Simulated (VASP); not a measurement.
Calculation: PBE GGA, VASP's PBE PAW potentials (set 64) (plane waves; VASP 6.6.1).

A VASP calculation is set up with these files.

### POSCAR
```
Cu
1
    0.0000000000     1.8066020000     1.8066020000
    1.8066020000     0.0000000000     1.8066020000
    1.8066020000     1.8066020000     0.0000000000
Cu
1
Direct
  0.0000000000   0.0000000000   0.0000000000
```

**KPOINTS**
```
Automatic mesh
0
Gamma
16 16 16
0 0 0
```

**INCAR**
```
ALGO=Normal
EDIFF=1E-6
ENCUT=300
GGA=PE
ISIF=2
ISMEAR=-1
LASPH=.TRUE.
LCHARG=.FALSE.
LMAXMIX=4
LREAL=.FALSE.
LWAVE=.FALSE.
NELM=100
PREC=Accurate
SIGMA=0.136
SYSTEM=Cu
```

POTCAR, in this order: Cu (PBE.64 set). Program: vasp_std.

The run wrote:

### OSZICAR
```
       N       E                     dE             d eps       ncg     rms          rms(c)
DAV:   1     0.252740339974E+02    0.25274E+02   -0.41418E+03  2742   0.134E+03
DAV:   2    -0.439113170048E+01   -0.29665E+02   -0.28067E+02  2627   0.163E+02
DAV:   3    -0.464349052285E+01   -0.25236E+00   -0.25117E+00  3170   0.203E+01
DAV:   4    -0.464494292725E+01   -0.14524E-02   -0.14523E-02  3129   0.140E+00
DAV:   5    -0.464495998602E+01   -0.17059E-04   -0.17060E-04  3048   0.127E-01    0.769E+00
DAV:   6    -0.411610803797E+01    0.52885E+00   -0.16951E+01  2734   0.899E+01    0.392E+00
DAV:   7    -0.374796511189E+01    0.36814E+00   -0.26425E+00  2763   0.352E+01    0.569E-01
DAV:   8    -0.373751837987E+01    0.10447E-01   -0.48743E-03  2862   0.117E+00    0.303E-01
DAV:   9    -0.373590321208E+01    0.16152E-02   -0.11340E-02  2846   0.216E+00    0.309E-02
DAV:  10    -0.373590549138E+01   -0.22793E-05   -0.46377E-05  3913   0.132E-01    0.805E-03
DAV:  11    -0.373590442008E+01    0.10713E-05   -0.68616E-07  1858   0.156E-02    0.408E-04
DAV:  12    -0.373590444049E+01   -0.20409E-07   -0.46683E-08  1428   0.268E-03
   1 F= -.37359044E+01 E0= -.37267071E+01  d E =-.183946E-01
```

**OUTCAR**
```
------------------------ aborting loop because EDIFF is reached ----------------------------------------
  FORCE on cell =-STRESS in cart. coord.  units (eV):
  Direction    XX          YY          ZZ          XY          YZ          ZX
  --------------------------------------------------------------------------------------
  Total       -0.0142399     -0.0142399     -0.0142399      0.0000000      0.0000000      0.0000000
  in kB       -1.9346460     -1.9346460     -1.9346460      0.0000000      0.0000000      0.0000000
  external PRESSURE =      -1.9346460 kB  Pullay stress =       0.0000000 kB
  volume of cell :       11.79
      direct lattice vectors                 reciprocal lattice vectors
     0.000000000  1.806602000  1.806602000    -0.276762674  0.276762674  0.276762674
     1.806602000  0.000000000  1.806602000     0.276762674 -0.276762674  0.276762674
     1.806602000  1.806602000  0.000000000     0.276762674  0.276762674 -0.276762674
 POSITION                                       TOTAL-FORCE (eV/Angst)
 -----------------------------------------------------------------------------------
      0.00000      0.00000      0.00000        -0.000000      0.000000     -0.000000
 -----------------------------------------------------------------------------------
    total drift:                               -0.000000     -0.000000     -0.000000
  FREE ENERGIE OF THE ION-ELECTRON SYSTEM (eV)
  ---------------------------------------------------
  free  energy   TOTEN  =        -3.7359044405 eV

  energy  without entropy=       -3.7175097980  energy(sigma->0) =       -3.72670712
```
(Selected blocks of OUTCAR.)

File OUTCAR:
```
 val. band max:        7.5552181645   @ k =   0.5000   0.1875   0.0625

 cond. band min:       7.6106156156   @ k =   0.5000   0.3125   0.1250


 Fermi energy:         7.5967286225

 k-point     1 :       0.0000    0.0000    0.0000
  band No.  band energies     occupation
      1      -1.7600      2.00000
      2       4.5717      2.00000
      3       4.5717      2.00000
      4       4.5717      2.00000
      5       5.3961      2.00000
      6       5.3961      2.00000
      7      30.2184      0.00000
      8      32.8666      0.00000
      9      32.8666      0.00000

 k-point     2 :       0.0625    0.0000    0.0000
  band No.  band energies     occupation
      1      -1.6175      2.00000
      2       4.5408      2.00000
      3       4.5987      2.00000
      4       4.5987      2.00000
      5       5.3860      2.00000
      6       5.3860      2.00000
      7      29.3479      0.00000
      8      31.3596      0.00000
      9      32.4208      0.00000

 k-point     3 :       0.1250    0.0000    0.0000
  band No.  band energies     occupation
      1      -1.1962      2.00000
      2       4.4625      2.00000
      3       4.6649      2.00000
      4       4.6649      2.00000
      5       5.3649      2.00000
      6       5.3649      2.00000
      7      26.4280      0.00000
      8      30.8461      0.00000
      9      31.6607      0.00000

 k-point     4 :       0.1875    0.0000    0.0000
  band No.  band energies     occupation
      1      -0.5180      2.00000
      2       4.3647      2.00000
      3       4.7240      2.00000
      4       4.7240      2.00000
      5       5.3795      2.00000
      6       5.3795      2.00000
      7      23.1879      0.00000
      8      30.5324      0.00000
      9      30.9770      0.00000

 k-point     5 :       0.2500    0.0000    0.0000
  band No.  band energies     occupation
      1       0.3642      2.00000
      2       4.3166      2.00000
      3       4.7265      2.00000
...
```

At this cut-off the stress carries a Pulay error, which pulls relaxed volumes low.

The structure comes from a computed database's Cu entry; how it stands against other phases isn't given here. The cell was not relaxed at this level.
